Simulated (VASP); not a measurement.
Output of a VASP run:

**OSZICAR**
```
       N       E                     dE             d eps       ncg     rms          rms(c)
DAV:   1    -0.392738271267E+03   -0.39274E+03   -0.12654E+01   640   0.803E+00    0.191E+01
DAV:   2    -0.392879878212E+03   -0.14161E+00   -0.43307E-01   712   0.131E+00    0.124E+01
DAV:   3    -0.392873592108E+03    0.62861E-02   -0.69142E-02   712   0.442E-01    0.743E+00
DAV:   4    -0.392872414252E+03    0.11779E-02   -0.22018E-02   704   0.214E-01    0.430E+00
DAV:   5    -0.392871726990E+03    0.68726E-03   -0.60708E-03   712   0.102E-01    0.249E+00
DAV:   6    -0.392871693000E+03    0.33990E-04   -0.36668E-03   728   0.767E-02    0.142E+00
DAV:   7    -0.392871961437E+03   -0.26844E-03   -0.19763E-03   728   0.503E-02    0.806E-01
DAV:   8    -0.392872154875E+03   -0.19344E-03   -0.99693E-04   720   0.331E-02    0.459E-01
DAV:   9    -0.392872291575E+03   -0.13670E-03   -0.57436E-04   720   0.243E-02    0.260E-01
DAV:  10    -0.392872381195E+03   -0.89620E-04   -0.31645E-04   712   0.172E-02    0.149E-01
DAV:  11    -0.392872434167E+03   -0.52972E-04   -0.17535E-04   664   0.125E-02    0.855E-02
DAV:  12    -0.392872465581E+03   -0.31414E-04   -0.99355E-05   616   0.957E-03    0.492E-02
DAV:  13    -0.392872484054E+03   -0.18473E-04   -0.56250E-05   592   0.726E-03    0.286E-02
DAV:  14    -0.392872494781E+03   -0.10727E-04   -0.31179E-05   440   0.548E-03    0.170E-02
DAV:  15    -0.392872501008E+03   -0.62277E-05   -0.18312E-05   408   0.436E-03
   1 F= -.39287250E+03 E0= -.39287250E+03  d E =-.538451E-11  mag=     2.0000
```

OUTCAR:
```
------------------------ aborting loop because EDIFF is reached ----------------------------------------
  volume of cell :     1308.29
      direct lattice vectors                 reciprocal lattice vectors
    10.937074700  0.000000000  0.000000000     0.091432127  0.000000000  0.000000000
     0.000000000 10.937074700  0.000000000     0.000000000  0.091432127  0.000000000
     0.000000000  0.000000000 10.937074700     0.000000000  0.000000000  0.091432127
 POSITION                                       TOTAL-FORCE (eV/Angst)
 -----------------------------------------------------------------------------------
      5.45752      0.00351      0.00406        -0.135339     -0.015885     -0.024262
      6.85923      1.36976      1.37110         0.174204      0.039939      0.045770
      8.20450      2.73695     10.93162         0.014886     -0.012103     -0.018104
      9.56693      4.09071      1.37093         0.034595     -0.013661     -0.010567
      8.20571     10.92816      2.73455         0.014370     -0.013912     -0.012136
      9.56859      1.36886      4.08548         0.042003     -0.024938      0.008270
     10.93515     10.93406     10.93617        -0.017629     -0.003117     -0.020694
      1.36938      1.36695      1.36700         0.012696      0.024901      0.033743
      2.74044      2.73074      0.01261        -0.028347     -0.102997     -0.039200
      4.12914      4.11442      1.39317         0.053795      0.130469      0.048913
      5.47224      5.46815      0.00315         0.001864      0.015521     -0.023476
      6.83244      6.82598      1.37822         0.075170      0.050489     -0.010433
      8.20187      8.19892      0.00340        -0.076095     -0.026866     -0.015114
      9.57401      9.56142      1.36333         0.006350      0.023440      0.010906
      2.73799      0.00889      2.73118        -0.025910     -0.024436     -0.112067
      4.12238      1.38500      4.11916         0.061794      0.051716      0.134579
      5.46316      2.70144      2.71348        -0.176066     -0.167682     -0.180573
      8.20936      5.46788      2.71189        -0.017916      0.116479     -0.215057
      9.54988      6.81644      4.10391         0.029406      0.034048      0.057553
      5.46788     10.93278      5.47175         0.006513     -0.016427      0.008124
      6.82742      1.37676      6.82446         0.083017     -0.030266      0.071927
      8.20958      2.70137      5.46755        -0.029498     -0.195948      0.096467
      9.54449      4.10571      6.81041         0.043717      0.031847      0.055011
      8.20242      0.00531      8.19950        -0.086035     -0.009128     -0.032696
      9.57206      1.36531      9.56528         0.010534     -0.001872      0.020495
     10.93195      5.47145      0.00318        -0.021643      0.003662     -0.013567
      1.36806      6.83198      1.37713         0.014891      0.017805     -0.002683
      2.72603      8.20629      0.01037        -0.025627     -0.019589     -0.020684
      4.10313      9.56807      1.37731         0.023421      0.010080      0.027155
      0.00166      2.73780      2.73590        -0.015333     -0.023741     -0.022816
      1.36743      4.10118      4.10132        -0.000480      0.015976      0.010223
      2.74027      5.47039      2.75430        -0.041275     -0.006004     -0.024624
      4.10101      6.84207      4.12159         0.094441     -0.084110      0.066091
      5.46840      8.19769      2.75144         0.018440     -0.001651     -0.048689
      6.83619      9.56892      4.10119        -0.011422      0.024877      0.016776
     10.93240      0.00250      5.47443        -0.021414     -0.001945     -0.026386
      1.36684      1.37821      6.83378         0.011560     -0.011172      0.026620
      2.73779      2.75441      5.47204        -0.037084     -0.030995     -0.014808
      4.10099      4.12203      6.83986         0.096991      0.064845     -0.069946
      6.81674      6.84439      6.84209         0.014604     -0.058801     -0.041977
      8.18595      8.19667      5.46820         0.021981     -0.017057     -0.028016
      9.56234      9.56823      6.83366         0.011713      0.000997      0.028546
      2.72594      0.01015      8.20782        -0.026887     -0.009422     -0.017317
      4.10430      1.37856      9.56861         0.016959      0.013978      0.014768
      5.46750      2.75272      8.19748         0.021561     -0.047507     -0.006228
      6.83618      4.10132      9.56940        -0.008183      0.015077      0.018499
      8.18457      5.46823      8.19479         0.016981     -0.020468     -0.013090
      9.56200      6.83182      9.56767         0.013930      0.021600      0.005595
     10.92876      8.19698      2.73520        -0.016073     -0.022517     -0.038978
      1.37204      9.57068      4.10034         0.040974      0.022267      0.063344
     10.92729      5.46337      5.46303        -0.016488      0.007134     -0.002559
      1.35016      6.83516      6.83742        -0.002990      0.022504      0.031252
      2.72209      8.20655      5.49147        -0.011404     -0.027970      0.016107
      4.09532      9.57707      6.84108        -0.006609      0.029999      0.014685
     10.92431      2.73475      8.19651        -0.012647     -0.021373     -0.025051
      1.37191      4.10063      9.56997         0.038048      0.034455      0.037349
      2.72375      5.48862      8.20867        -0.014142      0.035674     -0.035689
      4.09690      6.83573      9.58257        -0.006435      0.017473      0.024973
      5.44200      8.21088      8.21566        -0.082234     -0.020549     -0.026206
      6.84267      9.57243      9.57041         0.127785      0.020358      0.031466
     10.92445      8.20755      8.20929        -0.015868     -0.022369     -0.032546
      1.36822      9.56968      9.56986         0.011144      0.014016      0.019284
...
```
(Selected blocks of OUTCAR.)

**POSCAR**
```
AsSi62
1
   10.9370747000     0.0000000000     0.0000000000
    0.0000000000    10.9370747000     0.0000000000
    0.0000000000     0.0000000000    10.9370747000
Si As
62 1
Direct
  0.4989924724   0.0003212249   0.0003712337
  0.6271538816   0.1252398718   0.1253624214
  0.7501547076   0.2502453906   0.9995009858
  0.8747249527   0.3740222856   0.1253468839
  0.7502656252   0.9991846672   0.2500260434
  0.8748765655   0.1251578551   0.3735441962
  0.9998239734   0.9997240082   0.9999169137
  0.1252051954   0.1249834429   0.1249874377
  0.2505641735   0.2496772383   0.0011533753
  0.3775364378   0.3761902449   0.1273802154
  0.5003387697   0.4999647406   0.0002882974
  0.6247040838   0.6241139873   0.1260138668
  0.7499144467   0.7496447812   0.0003112378
  0.8753722900   0.8742213197   0.1246522297
  0.2503401133   0.0008125302   0.2497172703
  0.3769176508   0.1266334604   0.3766233072
  0.4995078916   0.2469983319   0.2480989564
  0.7505990975   0.4999400206   0.2479536525
  0.8731661500   0.6232414084   0.3752294507
  0.4999403011   0.9996073566   0.5002938593
  0.6242453168   0.1258804117   0.6239748525
  0.7506195945   0.2469918978   0.4999101386
  0.8726730729   0.3753939147   0.6226902526
  0.7499643293   0.0004851274   0.7496976892
  0.8751936549   0.1248336258   0.8745736018
  0.9995314894   0.5002664189   0.0002908374
  0.1250843573   0.6246622321   0.1259143719
  0.2492469146   0.7503189829   0.0009483870
  0.3751581252   0.8748292456   0.1259307891
  0.0001517124   0.2503233311   0.2501493007
  0.1250266901   0.3749795939   0.3749923612
  0.2505487231   0.5001695603   0.2518312972
  0.3749638047   0.6255849820   0.3768457702
  0.4999875192   0.7495321242   0.2515702134
  0.6250474210   0.8749065601   0.3749802036
  0.9995727365   0.0002284622   0.5005383234
  0.1249730285   0.1260128438   0.6248272094
  0.2503219948   0.2518411572   0.5003203460
  0.3749621013   0.3768855920   0.6253828998
  0.6232694861   0.6257967239   0.6255866288
  0.7484588584   0.7494389996   0.4999693994
  0.8743054146   0.8748437516   0.6248161258
  0.2492381775   0.0009276693   0.7504580637
  0.3752650150   0.1260449319   0.8748779149
  0.4999053938   0.2516866709   0.7495131192
  0.6250466983   0.3749927264   0.8749507922
  0.7483325244   0.4999719362   0.7492666220
  0.8742738685   0.6246474166   0.8747920785
  0.9992393204   0.7494673275   0.2500854025
  0.1254482035   0.8750677503   0.3749031078
  0.9991050162   0.4995279652   0.4994961802
  0.1234481166   0.6249530826   0.6251594909
  0.2488862406   0.7503427622   0.5020964790
  0.3744440817   0.8756518466   0.6254941634
  0.9988331456   0.2500442879   0.7494245006
  0.1254367417   0.3749292440   0.8750027019
  0.2490382463   0.5018360864   0.7505363220
  0.3745879867   0.6250051269   0.8761545810
  0.4975733528   0.7507382430   0.7511751360
  0.6256399246   0.8752274755   0.8750430012
  0.9988453269   0.7504338462   0.7505926676
  0.1250991848   0.8749759569   0.8749924592
  0.5104183088   0.4895509419   0.4895483825
```

Question: Reconstruct the remaining input files.

Answer: One answer among several that fit: the input of the run itself, HSE06 screened hybrid, plane waves, VASP's PBE PAW potentials (set 64).

File KPOINTS:
```
K-points
0
gamma
1 1 1
```

### INCAR
```
NELMIN = 4
ALGO = Normal
PREC = Normal
SYSTEM = AsSi62
LHFCALC = .TRUE.
AEXX = 0.25
NUPDOWN = 2
SIGMA = 0.05   ! width (eV)
PRECFOCK = Fast
NELM = 50   ! most electronic steps
LMAXMIX = 4   ! l cut-off of mixed one-centre charges
LWAVE = .FALSE.
ISMEAR = 0
ISYM = 0
LASPH = .TRUE.
LCHARG = .FALSE.
EDIFF = 1E-5
MAGMOM = 63*0.0317
HFSCREEN = 0.2   ! 1/Angstrom
NELECT = 252.0
LREAL = Auto   ! projection in real space or not
ISIF = 0
ENCUT = 400
ISPIN = 2
GGA = PE
LORBIT = 10
```

POTCAR, in this order: Si As (PBE.64 set). Program: vasp_gam. Read from the step before: WAVECAR.

The cell is charged, with a uniform compensating background. The supercell is sampled at Γ alone, which is coarse: total energies, pressure and levels can be off, energies of defects by several tenths of an eV.

The cell is a supercell with a defect, built from Si (diamond): As_Si-vac_Si, charge +1. The cell's shape comes from a PBE relaxation.
